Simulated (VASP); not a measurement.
Consider the following.

```
Ta
1.0
   -1.68192     1.68192     1.68192
    1.68192    -1.68192     1.68192
    1.68192     1.68192    -1.68192
Ta
1
Direct
  0.00000   0.00000   0.00000
```

These are r2SCAN+rVV10, VASP's PBE PAW potentials (set 64) (plane waves; VASP 6.6.1) values and carry that method's errors. Settings: 520 eV cut-off, 15×15×15 Γ-centred mesh, first-order Methfessel-Paxton smearing of 0.10 eV, potentials Ta_pv.

Q: Give the stress tensor in GPa (positive for a compressed cell).

A: 
```
-10.28    0.00    0.00
  0.00  -10.28    0.00
  0.00    0.00  -10.28
```
The pressure is its mean diagonal, -10.28 GPa.

The compound is Ta in the bcc structure. This cell is one point of a volume scan, at 1.06 of the reference volume.
